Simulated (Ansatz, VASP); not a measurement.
# Cross-check of CaO (Lime) between VASP and Ansatz

One calculation is typed for both programs; each brings its own data sets. How far apart do they land? The cell is taken from a series of runs on this material, whose earlier steps may have relaxed, scaled, displaced or heated it; both programs get it as it stands.

Calculated with Ansatz 0.2.0; plane waves, with VASP 6.6.1 beside it; zone-centre phonons at LDA.

### Step 1. The structure

The structure is cubic, space group Fm-3m (No. 225). Conventional cell: a = 4.800 Å, b = 4.800 Å, c = 4.800 Å, α = 90.00°, β = 90.00°, γ = 90.00°. Nearest to O lie 6 Ca at 2.40 Å. Nearest to Ca lie 6 O at 2.40 Å. Farther neighbours and most contacts between anions are not listed.

### Step 2. VASP: zone-centre phonons, LDA

Second derivatives magnify differences that forces hide, and they need a tight electronic threshold.

Lines of VASP's logs that name or quote its potential files are left out, and so is its time.

File INCAR:

```
SYSTEM = CaO
PREC = Accurate
ENCUT = 600
EDIFF = 1E-08
NELM = 120
ISMEAR = 0
SIGMA = 0.01
LREAL = .FALSE.
ALGO = Normal
GGA = CA
NBANDS = 14
LORBIT = 11
LWAVE = .FALSE.
LCHARG = .FALSE.
ISIF = 2
IBRION = 8
LEPSILON = .TRUE.
LASPH = .TRUE.
GGA_COMPAT = .FALSE.
EFERMI = MIDGAP
```

File POSCAR:

```
CaO
1.0
    0.0000000000      2.3998428732      2.3998428732
    2.3998428732      0.0000000000      2.3998428732
    2.3998428732      2.3998428732      0.0000000000
O Ca
1 1
Direct
    0.5000000000      0.5000000000      0.5000000000
    0.0000000000      0.0000000000      0.0000000000
```

File KPOINTS:

```
Automatic mesh
0
Gamma
8 8 8
0 0 0
```

The projector-augmented-wave data sets are O and Ca_sv (LDA family, release 64).

The run is started by

```bash
$ mpirun -np 1 vasp_std
```

Numbers of over 12 decimals in the logs are rounded to 6 here.

Log:

```text
[banner, memory and clock lines left out]
running    1 mpi-ranks, on    1 nodes
 distrk:  each k-point on    1 cores,    1 groups
 distr:  one band on    1 cores,    1 groups

 POSCAR found type information on POSCAR O Ca
 POSCAR found :  2 types and       2 ions
 LDA part: xc-table for (Slater(with rela. corr.)+CA(PZ))
 , standard interpolation
 POSCAR, INCAR and KPOINTS ok, starting setup
 FFT: planning ... GRIDC
 FFT: planning ... GRID_SOFT
 FFT: planning ... GRID
 WAVECAR not read
 entering main loop
       N       E                     dE             d eps       ncg     rms          rms(c)
DAV:   1     0.131656901774E+03    0.13166E+03   -0.90632E+03   812   0.130E+03
DAV:   2    -0.983471721509E+01   -0.14149E+03   -0.13167E+03  1016   0.315E+02
DAV:   3    -0.157154421572E+02   -0.58807E+01   -0.58462E+01   908   0.675E+01
DAV:   4    -0.158985964675E+02   -0.18315E+00   -0.18301E+00  1212   0.101E+01
DAV:   5    -0.158998344226E+02   -0.12380E-02   -0.12379E-02   908   0.982E-01    0.843E+00
DAV:   6    -0.143385573111E+02    0.15613E+01   -0.56327E+00   874   0.231E+01    0.377E+00
DAV:   7    -0.142331798977E+02    0.10538E+00   -0.55002E-01  1028   0.754E+00    0.178E+00
DAV:   8    -0.141994888540E+02    0.33691E-01   -0.77102E-02   940   0.291E+00    0.280E-01
DAV:   9    -0.141990755123E+02    0.41334E-03   -0.60782E-03  1080   0.528E-01    0.107E-01
DAV:  10    -0.141992375952E+02   -0.16208E-03   -0.29105E-04   942   0.222E-01    0.485E-02
DAV:  11    -0.141992040823E+02    0.33513E-04   -0.46995E-05  1082   0.840E-02    0.506E-03
DAV:  12    -0.141992041179E+02   -0.35662E-07   -0.43573E-06   924   0.216E-02    0.391E-03
DAV:  13    -0.141992039920E+02    0.12594E-06   -0.13201E-07  1038   0.390E-03    0.592E-04
DAV:  14    -0.141992039861E+02    0.59088E-08   -0.15845E-08   862   0.150E-03
   1 F= -.14199204E+02 E0= -.14199204E+02  d E =0.000000E+00
 Linear response reoptimize wavefunctions to high precision
DAV:   1    -0.141992039868E+02   -0.75556E-09   -0.69877E-09   998   0.596E-04
DAV:   2    -0.141992039869E+02   -0.32287E-10   -0.12266E-10   430   0.106E-04
 Linear response G [H, r] |phi>, progress :
  Direction:   1
       N       E                     dE             d eps       ncg     rms
RMM:   1    -0.559509100480E+02   -0.55951E+02    0.55401E+02  1469   0.156E+02
RMM:   2    -0.571397947506E+02   -0.11889E+01   -0.96480E+00  1344   0.281E+01
RMM:   3    -0.579408588789E+02   -0.80106E+00   -0.50787E+00  1657   0.860E+00
RMM:   4    -0.581006417676E+02   -0.15978E+00   -0.11578E+00  1858   0.328E+00
RMM:   5    -0.581455441620E+02   -0.44902E-01   -0.26841E-01  1878   0.136E+00
RMM:   6    -0.581515842903E+02   -0.60401E-02   -0.49655E-02  1898   0.604E-01
RMM:   7    -0.581533515426E+02   -0.17673E-02   -0.10955E-02  1907   0.264E-01
RMM:   8    -0.581536576928E+02   -0.30615E-03   -0.23435E-03  1818   0.114E-01
RMM:   9    -0.581537242948E+02   -0.66602E-04    0.11053E-03  1838   0.513E-02
RMM:  10    -0.581537381230E+02   -0.13828E-04   -0.36677E-04  1835   0.250E-02
RMM:  11    -0.581537419309E+02   -0.38079E-05   -0.18161E-04  1826   0.117E-02
RMM:  12    -0.581537413665E+02    0.56438E-06   -0.32014E-04  1739   0.595E-03
RMM:  13    -0.581537413470E+02    0.19477E-07    0.11533E-04  1697   0.311E-03
RMM:  14    -0.581537415481E+02   -0.20108E-06   -0.58043E-05  1573   0.152E-03
[...]
RMM:  20    -0.581537412876E+02    0.29009E-07   -0.19498E-06   863   0.808E-05
RMM:  21    -0.581537412928E+02   -0.52138E-08   -0.14571E-05   791   0.645E-05
RMM:  22    -0.581537412856E+02    0.71737E-08    0.21226E-05   749   0.557E-05
RMM:  23    -0.581537412902E+02   -0.45653E-08   -0.10613E-07   723   0.506E-05
RMM:  24    -0.581537413020E+02   -0.11825E-07   -0.21628E-05   683   0.476E-05
RMM:  25    -0.581537412322E+02    0.69772E-07   -0.39785E-06   662   0.460E-05
RMM:  26    -0.581537412347E+02   -0.24528E-08    0.26997E-05   639   0.450E-05
RMM:  27    -0.581537412143E+02    0.20319E-07    0.88250E-07   625   0.446E-05
 Linear response G [H, r] |phi>, progress :
  Direction:   2
       N       E                     dE             d eps       ncg     rms
RMM:   1    -0.527167822479E+02   -0.52717E+02    0.55926E+02  1427   0.155E+02
RMM:   2    -0.526974597295E+02    0.19323E-01   -0.80452E+00  1343   0.271E+01
RMM:   3    -0.531494078586E+02   -0.45195E+00   -0.27100E+00  1655   0.776E+00
RMM:   4    -0.532499919447E+02   -0.10058E+00   -0.55331E-01  1856   0.274E+00
RMM:   5    -0.532744547571E+02   -0.24463E-01   -0.12371E-01  1887   0.110E+00
[...]
RMM:  13    -0.180396852825E+00   -0.38390E-09   -0.24018E-07  1073   0.110E-04
RMM:  14    -0.180396852695E+00    0.13035E-09   -0.14263E-07   915   0.641E-05
RMM:  15    -0.180396852371E+00    0.32362E-09    0.13958E-08   768   0.484E-05
 change of polarisation eV/A/(eV/A) component  3 :     0.026    -0.032     0.361
 dielectric tensor                  component  3 :     0.169    -0.207     3.362
 Linear response to external field, progress :
  Direction:   1
       N       E                     dE             d eps       ncg     rms          rms(c)
RMM:   1    -0.218261233404E+00   -0.21826E+00   -0.63023E-01  3519   0.413E+00
RMM:   2    -0.230012968919E+00   -0.11752E-01   -0.39818E-02  3028   0.957E-01    0.760E-01
[...]
RMM:  13    -0.231735767477E+00   -0.60779E-06   -0.22429E-06  3786   0.796E-04    0.217E-04
RMM:  14    -0.231736101398E+00   -0.33392E-06   -0.10167E-06  3642   0.450E-04    0.325E-05
RMM:  15    -0.231736072495E+00    0.28903E-07   -0.60381E-07  3249   0.215E-04    0.114E-05
RMM:  16    -0.231736015285E+00    0.57210E-07   -0.30188E-07  2554   0.107E-04    0.693E-06
 change of polarisation eV/A/(eV/A) component  2 :     0.043     0.436    -0.005
 dielectric tensor                  component  2 :     0.282     3.851    -0.031
 Linear response to external field, progress :
  Direction:   3
       N       E                     dE             d eps       ncg     rms          rms(c)
RMM:   1    -0.218297276669E+00   -0.21830E+00   -0.63059E-01  3524   0.414E+00
RMM:   2    -0.230020180821E+00   -0.11723E-01   -0.40028E-02  3039   0.964E-01    0.760E-01
RMM:   3    -0.222463160134E+00    0.75570E-02   -0.15596E-02  2923   0.873E-01    0.392E-01
RMM:   4    -0.227501659202E+00   -0.50385E-02   -0.76023E-03  3147   0.690E-01    0.104E-01
RMM:   5    -0.231081352353E+00   -0.35797E-02   -0.26288E-03  3482   0.294E-01    0.268E-02
RMM:   6    -0.231514018724E+00   -0.43267E-03   -0.57611E-04  3710   0.121E-01    0.159E-02
RMM:   7    -0.231751013127E+00   -0.23699E-03   -0.10976E-04  3641   0.529E-02    0.503E-03
RMM:   8    -0.231734759535E+00    0.16254E-04   -0.26031E-05  3745   0.247E-02    0.315E-03
RMM:   9    -0.231733958942E+00    0.80059E-06   -0.50326E-06  3755   0.118E-02    0.121E-03
RMM:  10    -0.231745314963E+00   -0.11356E-04   -0.15006E-05  3705   0.649E-03    0.185E-03
RMM:  11    -0.231734178758E+00    0.11136E-04   -0.80369E-06  3696   0.371E-03    0.757E-04
RMM:  12    -0.231735204461E+00   -0.10257E-05   -0.42368E-06  3782   0.162E-03    0.349E-04
RMM:  13    -0.231735769277E+00   -0.56482E-06   -0.24998E-06  3740   0.784E-04    0.228E-04
RMM:  14    -0.231736092957E+00   -0.32368E-06   -0.13386E-06  3630   0.450E-04    0.302E-05
RMM:  15    -0.231736087258E+00    0.56991E-08   -0.68547E-07  3272   0.208E-04    0.147E-05
RMM:  16    -0.231736007599E+00    0.79659E-07   -0.34683E-07  2555   0.104E-04    0.763E-06
 change of polarisation eV/A/(eV/A) component  3 :     0.004     0.031     0.436
 dielectric tensor                  component  3 :     0.026     0.201     3.851
 Linear response DOF=           2
 Linear response progress:
  Degree of freedom:   1/  2
       N       E                     dE             d eps       ncg     rms          rms(c)
RMM:   1    -0.361823405753E+00   -0.36182E+00    0.23090E-01  3314   0.339E+00
RMM:   2    -0.354276103358E+00    0.75473E-02   -0.74640E-03  2826   0.646E-01    0.110E-01
RMM:   3    -0.355505591304E+00   -0.12295E-02   -0.17055E-03  2964   0.197E-01    0.600E-02
RMM:   4    -0.357230328129E+00   -0.17247E-02   -0.82989E-04  2897   0.139E-01    0.158E-02
RMM:   5    -0.357287415668E+00   -0.57088E-04   -0.17919E-04  3453   0.472E-02    0.337E-03
RMM:   6    -0.357286668258E+00    0.74741E-06   -0.35192E-05  3524   0.169E-02    0.187E-03
RMM:   7    -0.357273198768E+00    0.13469E-04   -0.57508E-06  3409   0.737E-03    0.654E-04
RMM:   8    -0.357277391921E+00   -0.41932E-05    0.52825E-06  3624   0.317E-03    0.293E-04
RMM:   9    -0.357278935162E+00   -0.15432E-05    0.64960E-06  3661   0.136E-03    0.485E-05
RMM:  10    -0.357278446208E+00    0.48895E-06    0.30471E-07  3763   0.588E-04    0.377E-05
RMM:  11    -0.357278278279E+00    0.16793E-06    0.30252E-07  3744   0.270E-04    0.158E-05
RMM:  12    -0.357278469066E+00   -0.19079E-06   -0.30424E-07  3608   0.139E-04    0.595E-06
RMM:  13    -0.357278412537E+00    0.56530E-07    0.13555E-07  3737   0.673E-05    0.468E-06
RMM:  14    -0.357278468932E+00   -0.56396E-07   -0.76907E-08  3642   0.358E-05    0.132E-06
RMM:  15    -0.357278459795E+00    0.91379E-08    0.16956E-08  3609   0.178E-05    0.429E-07
 first order change of Fermi-energy   0.97951E-04
 force on displaced ion       1 direction 1 :  -2.715   0.000   0.000
 Born effective charge ion    1 direction 1 :  -2.356   0.000   0.000
 Linear response progress:
  Degree of freedom:   2/  2
       N       E                     dE             d eps       ncg     rms          rms(c)
RMM:   1    -0.438771151819E+00   -0.43877E+00    0.61298E-01  1849   0.108E+01
RMM:   2    -0.386721090422E+00    0.52050E-01   -0.59911E-02  2573   0.241E+00    0.202E-01
RMM:   3    -0.387405128010E+00   -0.68404E-03   -0.18132E-02  3365   0.731E-01    0.139E-01
RMM:   4    -0.387764271257E+00   -0.35914E-03   -0.35475E-03  3673   0.301E-01    0.739E-02
RMM:   5    -0.387604497702E+00    0.15977E-03   -0.45943E-04  3484   0.134E-01    0.133E-02
RMM:   6    -0.387701309094E+00   -0.96811E-04   -0.18496E-04  3733   0.645E-02    0.127E-02
RMM:   7    -0.387681251752E+00    0.20057E-04   -0.45756E-05  3748   0.317E-02    0.653E-03
RMM:   8    -0.387652440592E+00    0.28811E-04   -0.22402E-05  3796   0.157E-02    0.317E-03
RMM:   9    -0.387640747447E+00    0.11693E-04    0.13494E-05  3817   0.901E-03    0.127E-03
RMM:  10    -0.387637376789E+00    0.33707E-05    0.83590E-06  3941   0.557E-03    0.739E-04
RMM:  11    -0.387636596661E+00    0.78013E-06    0.76414E-06  3930   0.374E-03    0.342E-04
RMM:  12    -0.387635967838E+00    0.62882E-06    0.11023E-05  3743   0.288E-03    0.191E-05
RMM:  13    -0.387636118395E+00   -0.15056E-06    0.10910E-05  4203   0.222E-03    0.636E-05
RMM:  14    -0.387636161964E+00   -0.43569E-07    0.10859E-05  4106   0.182E-03    0.949E-05
RMM:  15    -0.387636537476E+00   -0.37551E-06    0.10475E-05  3878   0.155E-03    0.840E-05
RMM:  16    -0.387636725372E+00   -0.18790E-06    0.99515E-06  4102   0.132E-03    0.967E-05
RMM:  17    -0.387636778978E+00   -0.53606E-07    0.93095E-06  3913   0.114E-03    0.118E-04
RMM:  18    -0.387636993165E+00   -0.21419E-06    0.86788E-06  3376   0.100E-03    0.123E-04
RMM:  19    -0.387637034565E+00   -0.41400E-07    0.80657E-06  3822   0.872E-04    0.140E-04
RMM:  20    -0.387637155038E+00   -0.12047E-06    0.75140E-06  3316   0.771E-04    0.147E-04
RMM:  21    -0.387637192316E+00   -0.37279E-07    0.69867E-06  3501   0.677E-04    0.158E-04
RMM:  22    -0.387637303420E+00   -0.11110E-06    0.65287E-06  3267   0.606E-04    0.162E-04
 first order change of Fermi-energy  -0.48591E-03
 force on displaced ion       2 direction 1 :  -2.772   0.000   0.000
 Born effective charge ion    2 direction 1 :   2.354   0.000   0.000
 Born effective charges drift removed
 Linear response finished
```

From OUTCAR (step 2):

```text
ion  position               nearest neighbor table
   1  0.500  0.500  0.500-   2 2.40   2 2.40   2 2.40   2 2.40   2 2.40   2 2.40
   2  0.000  0.000  0.000-   1 2.40   1 2.40   1 2.40   1 2.40   1 2.40   1 2.40

  LATTYP: Found a face centered cubic cell.
 ALAT       =     4.7996857464

 Subroutine GETGRP returns: Found 48 space group operations
 (whereof 48 operations were pure point group operations)

The static configuration has the point symmetry O_h .

 Found     29 irreducible k-points:

   k-points           NKPTS =     29   k-points in BZ     NKDIM =     29   number of bands    NBANDS=     14

   dimension x,y,z NGX =    28 NGY =   28 NGZ =   28
   dimension x,y,z NGXF=    56 NGYF=   56 NGZF=   56

   ENCUT  =  600.0 eV  44.10 Ry    6.64 a.u.   6.78  6.78  6.78*2*pi/ulx,y,z

   NELECT =      16.0000    total number of electrons

 k-points in reciprocal lattice and weights: Automatic mesh
   0.00000000  0.00000000  0.00000000       0.002
   0.12500000  0.00000000  0.00000000       0.016
   0.25000000  0.00000000  0.00000000       0.016
   0.37500000  0.00000000  0.00000000       0.016
   0.50000000  0.00000000  0.00000000       0.008
   0.12500000  0.12500000  0.00000000       0.012
   0.25000000  0.12500000  0.00000000       0.047
   0.37500000  0.12500000  0.00000000       0.047
   0.50000000  0.12500000  0.00000000       0.047
[...]
-0.37500000  0.50000000  0.12500000       0.023
  -0.25000000  0.50000000  0.25000000       0.012

 average (electrostatic) potential at core
       1 -71.4188       2 -43.7962

  Total       -1.0239800     -1.0239800     -1.0239800     -0.0000000      0.0000000      0.0000000
  in kB      -59.3503971    -59.3503971    -59.3503971     -0.0000000      0.0000000      0.0000000
  external PRESSURE =     -59.3503971 kB  Pullay stress =       0.0000000 kB

  energy-cutoff  :      600.00
  volume of cell :       27.64
      direct lattice vectors                 reciprocal lattice vectors
     0.000000000  2.399842873  2.399842873    -0.208346974  0.208346974  0.208346974
     2.399842873  0.000000000  2.399842873     0.208346974 -0.208346974  0.208346974
     2.399842873  2.399842873  0.000000000     0.208346974  0.208346974 -0.208346974

 POSITION                                       TOTAL-FORCE (eV/Angst)
 -----------------------------------------------------------------------------------
      2.39984      2.39984      2.39984        -0.000000      0.000000     -0.000000
      0.00000      0.00000      0.00000         0.000000     -0.000000      0.000000
 -----------------------------------------------------------------------------------
    total drift:                                0.000000      0.000000      0.000000

 MACROSCOPIC STATIC DIELECTRIC TENSOR (including local field effects in DFT)
 ------------------------------------------------------
           3.850999    -0.000000     0.000000
           0.000000     3.850999     0.000000
          -0.000000     0.000000     3.850999
 ------------------------------------------------------

 PIEZOELECTRIC TENSOR (including local field effects)  for field in x, y, z        (C/m^2)
          XX          YY          ZZ          XY          YZ          ZX
  --------------------------------------------------------------------------------
  x     0.00000     0.00000     0.00000     0.00000     0.00000     0.00000
  y     0.00000     0.00000     0.00000     0.00000     0.00000     0.00000
  z     0.00000     0.00000     0.00000     0.00000     0.00000     0.00000

 BORN EFFECTIVE CHARGES (including local field effects) (in |e|, cummulative output)
 ---------------------------------------------------------------------------------
 ion    1
    1    -2.35576     0.00000     0.00000
    2     0.00000    -2.35576     0.00000
    3     0.00000     0.00000    -2.35576
 ion    2
    1     2.35576     0.00000     0.00000
    2     0.00000     2.35576     0.00000
    3     0.00000     0.00000     2.35576

 Eigenvectors and eigenvalues of the dynamical matrix
 ----------------------------------------------------

   1 f  =    7.640798 THz    48.008548 2PiTHz  254.869578 cm-1    31.599786 meV
             X         Y         Z           dx          dy          dz
      2.399843  2.399843  2.399843     0.000000    0.842874    0.000000
      0.000000  0.000000  0.000000     0.000000   -0.538111    0.000000

   2 f  =    7.640798 THz    48.008548 2PiTHz  254.869578 cm-1    31.599786 meV
             X         Y         Z           dx          dy          dz
      2.399843  2.399843  2.399843     0.842874    0.000000    0.000000
      0.000000  0.000000  0.000000    -0.538111    0.000000    0.000000

   3 f  =    7.640798 THz    48.008548 2PiTHz  254.869578 cm-1    31.599786 meV
             X         Y         Z           dx          dy          dz
      2.399843  2.399843  2.399843     0.000000    0.000000    0.842874
      0.000000  0.000000  0.000000     0.000000    0.000000   -0.538111

   4 f/i=    0.035844 THz     0.225216 2PiTHz    1.195636 cm-1     0.148240 meV
             X         Y         Z           dx          dy          dz
      2.399843  2.399843  2.399843    -0.538111    0.000000    0.000000
      0.000000  0.000000  0.000000    -0.842874    0.000000    0.000000

   5 f/i=    0.035844 THz     0.225216 2PiTHz    1.195636 cm-1     0.148240 meV
             X         Y         Z           dx          dy          dz
      2.399843  2.399843  2.399843     0.000000   -0.538111    0.000000
      0.000000  0.000000  0.000000     0.000000   -0.842874    0.000000

   6 f/i=    0.035844 THz     0.225216 2PiTHz    1.195636 cm-1     0.148240 meV
             X         Y         Z           dx          dy          dz
      2.399843  2.399843  2.399843     0.000000    0.000000   -0.538111
      0.000000  0.000000  0.000000     0.000000    0.000000   -0.842874

 MACROSCOPIC STATIC DIELECTRIC TENSOR IONIC CONTRIBUTION
 ------------------------------------------------------
          13.240166     0.000000    -0.000000
           0.000000    13.240166    -0.000000
          -0.000000    -0.000000    13.240166
 ------------------------------------------------------

 ELASTIC MODULI CONTR FROM IONIC RELAXATION (kBar)
 Direction    XX          YY          ZZ          XY          YZ          ZX
 --------------------------------------------------------------------------------
 XX           0.0000      0.0000      0.0000      0.0000      0.0000      0.0000
 YY           0.0000      0.0000      0.0000      0.0000      0.0000      0.0000
 ZZ           0.0000      0.0000      0.0000      0.0000      0.0000      0.0000
 XY           0.0000      0.0000      0.0000      0.0000      0.0000      0.0000
 YZ           0.0000      0.0000      0.0000      0.0000      0.0000      0.0000
 ZX           0.0000      0.0000      0.0000      0.0000      0.0000      0.0000
 --------------------------------------------------------------------------------

 PIEZOELECTRIC TENSOR IONIC CONTR  for field in x, y, z        (C/m^2)
          XX          YY          ZZ          XY          YZ          ZX
  --------------------------------------------------------------------------------
  x     0.00000     0.00000     0.00000     0.00000     0.00000     0.00000
  y     0.00000     0.00000     0.00000     0.00000     0.00000     0.00000
  z     0.00000     0.00000     0.00000     0.00000     0.00000     0.00000
```

[end of part 1 of 2]

[Lines on the potential files, build, host, timing and source positions are cut from VASP's logs without a mark.]

[Logs are printed without paths, hosts, clocks, repeated set-up lines and the standing remarks that a program may print on its own settings, such as how far it seeks lower states.]

[Hosts, paths, dates, database ids (printed as entryN), source tags and the programs' standing remarks are cut or masked in the printed files.]
